**MoSi₂ resists squeezing more than stretching: real stiffening, or just my choice of volumes?**

I calculated MoSi₂ at seven volumes with PBE, scaling the whole cell and keeping its shape and the atoms' fractional positions.

MoSi₂ (space group I4/mmm), calculated with VASP 6.6.1 using PBE and PAW potentials (Mo_sv, Si), without spin polarisation. All volumes share a 520 eV plane-wave cutoff, a 12×12×12 k mesh and Fermi–Dirac smearing of 0.05 eV. Cell shape and fractional positions are fixed, and energies are counted from the minimum of the fitted curve.

| volume (Å³/atom) | energy (meV/atom) | pressure (GPa) |
| --- | --- | --- |
| 12.61 | 50.17 | 17.890 |
| 12.88 | 25.04 | 12.160 |
| 13.15 | 9.01 | 7.020 |
| 13.42 | 1.15 | 2.400 |
| 13.68 | 0.62 | -1.750 |
| 13.95 | 6.68 | -5.470 |
| 14.22 | 18.64 | -8.800 |

Energy is counted from the minimum of the fitted curve. The most compressed cell costs 50 meV per atom, the most expanded one only 19. Pressure also falls in ever smaller steps, although the volumes are evenly spaced. Do the bonds really stiffen that much under compression? And why does my starting cell, at 13.42 Å³ per atom, have neither the lowest energy nor zero pressure?

**Answer**

The stiffening is real, but most of the contrast between your two end energies comes from where the volumes lie. The fitted minimum is at 13.57 Å³ per atom. Your smallest volume is 0.96 Å³ below it and your largest only 0.65 Å³ above it. Even a perfectly symmetric energy curve would therefore give a higher energy at the compressed end.

To separate the two effects, take the limiting case of a parabola in volume with the same minimum and the same bulk modulus (the resistance to uniform compression). It gives 44 meV per atom at 12.61 and 20 meV per atom at 14.22. The calculation gives 50 and 19. The true curve is thus steeper than the parabola on the compressed side and shallower on the expanded side, and this smaller difference is the part that needs a physical cause.

The pressures show the same thing more directly. A parabola in volume would make them fall in equal steps. Instead, the first step outward lowers the pressure by 5.7 GPa and the last by only 3.3 GPa. Turned into a local bulk modulus, this is a fall from 272 to 175 GPa, while the Mo–Si contacts lengthen by just 3.4 %.

Why should so small a change in bond length matter so much? To find out, we need to link bond length to volume. With the cell shape and fractional positions fixed, every distance d in the crystal grows as the cube root of the volume. Start with the simplest bond, a Hooke spring whose stiffness never changes. At 12.61 such springs would give 15.8 GPa, well short of the calculated 17.9 GPa. If we describe the crystal by its bonds alone, they must therefore become stiffer as they shorten.

The theory of chemical bonding offers a reason. Atoms attract because electrons can hop between neighbouring orbitals, and the hopping strength falls off as a power of distance, d⁻ᵖ. They repel because filled orbitals overlap, and this cost goes roughly as the square of the hopping, d⁻²ᵖ. The repulsion therefore changes faster with distance than the attraction. Squeezing brings it in quickly, whereas stretching lets both forces fade.

With these two terms the energy is a parabola again, but in d⁻ᵖ instead of in volume. Let V₀ be the equilibrium volume and B₀ the bulk modulus there. The pressure is minus the derivative of the energy with respect to volume:

P = (3B₀/p) · [(V/V₀)^(−p/3) − 1] · (V/V₀)^(−p/3 − 1)

Differentiating the pressure once gives the modulus. Differentiating again shows that, near equilibrium, the modulus rises by 2 + p GPa for each GPa of pressure. The Hooke spring is the case p = −1, with a rise of only 1.

The usual tight-binding rules supply values for this power. Between s and p orbitals, as in the Si–Si contacts, it is 2 and the modulus should rise by 4 GPa per GPa. Between p and d orbitals, as in the Mo–Si contacts, it is 3.5 and the rise should be 5.5. Hopping between the d orbitals of two molybdenum atoms is steeper still, with a power of 5, but these atoms lie farther apart. A rise between 4 and 5.5 is therefore plausible, though these two values are not strict limits.

Take your most compressed cell and the s–p case. The volume ratio is 12.61/13.57 = 0.929, which makes the square bracket 0.050 and the last factor 1.13. With B₀ = 208 GPa:

P ≈ 1.5 × 208 GPa × 0.050 × 1.13 ≈ 17.6 GPa

The calculation gives 17.9 GPa, and the p–d case gives 18.6 GPa. V₀ and B₀ came from a fit to the energies of all seven cells, this one included. The pressure comes from the stress in the cell, so the comparison tests the shape of the curve but is not a fully independent prediction.

At the expanded end, 14.22, the calculated −8.8 GPa again lies between the two bonding cases and closer to the s–p one. The Hooke spring gives −9.5 GPa because it does not soften enough as it stretches. In the two cells nearest the minimum, all three curves agree to within 0.1 GPa. Only the outer volumes can tell them apart.

The analysis printed below also fits a straight line to the local modulus against pressure over the six intervals between your cells. Its slope is 4.4, between the values for s–p and p–d hopping. That fits the hopping picture but does not prove it, because the slope depends on attraction and repulsion together. Nor does it measure how much of the bonding is s–p or p–d. A different steep repulsion, for instance from the closed inner shells of molybdenum, could give a similar slope. Indeed, slopes of 4 to 5 are common among solids with quite different bonding.

Your starting cell fits the same picture. At 13.42 it is about 1 % smaller than the PBE equilibrium volume, so it pushes outward with 2.4 GPa and lies 1.15 meV above the minimum. The next cell, at 13.68, lies nearer to the minimum and so has the lowest energy of the seven. It is slightly too large, and its negative pressure means that it would shrink if released. PBE tends to make solids slightly too large; if your starting cell came from experiment, that may explain the mismatch.

For practical use, the slope means that 5 GPa of pressure raises the bulk modulus by roughly 5 × 4.4 = 22 GPa, or about a tenth. This holds for a crystal of fixed shape with its atoms at rest. Under real hydrostatic pressure the ratio of the cell edges and the silicon positions can adjust, which usually makes a crystal somewhat softer. Heating normally softens it too.

For a related compound, ask how steeply both its repulsion and its attraction change with distance; in this model the two steepnesses add up. The shorter the range of the forces, the faster the solid should stiffen under pressure and soften when stretched.

The analysis program printed:

```
Energy and stiffness:
    row  contact_A  parabola_meV  energy_per_sq_distance  mid_contact_A  local_modulus_GPa
  12.61      2.563         43.94                   54.61            n/a                n/a
  12.88      2.581         22.78                   52.57          2.572              272.2
  13.15      2.598         8.512                   50.63           2.59              249.3
  13.42      2.616         1.128                   48.78          2.607              228.7
  13.68      2.633        0.6301                   47.06          2.625              209.6
  13.95       2.65          7.02                   45.51          2.642              191.6
  14.22      2.667          20.3                   43.93          2.659              174.8
Model pressures in GPa:
    row  Hooke_spring  sp_hopping  pd_hopping  computed
  12.61          15.8       17.64       18.64     17.89
  12.88         11.14       12.05       12.53     12.16
  13.15         6.673       6.997       7.165      7.02
  13.42          2.38       2.421       2.442       2.4
  13.68        -1.744      -1.722      -1.712     -1.75
  13.95         -5.71      -5.477      -5.364     -5.47
  14.22        -9.526      -8.879      -8.573      -8.8
fit of Bloc on 6 rows: constant 207.2 +/- 0.42, coefficient of Pm 4.379 +/- 0.051; rms 0.778, worst 14.22 1.16, leave-one-out rms 1.36
rms pressure miss of Hooke spring, GPa: 0.9328
rms pressure miss of s-p hopping, GPa: 0.1082
rms pressure miss of p-d hopping, GPa: 0.3361
hopping power p that would match the fitted modulus slope: 2.379
ratio of end energies, compressed to expanded, computed: 2.692
the same ratio for the parabola: 2.165
rise of mid contact over the series, percent: 3.392
fall of local modulus over the series, percent: 35.77
power of contact length with which the modulus falls: 13.27
largest gap between pressure from energy differences and mean pressure, GPa: 0.01952
volume of zero pressure by linear interpolation, A^3 per atom: 13.57
```
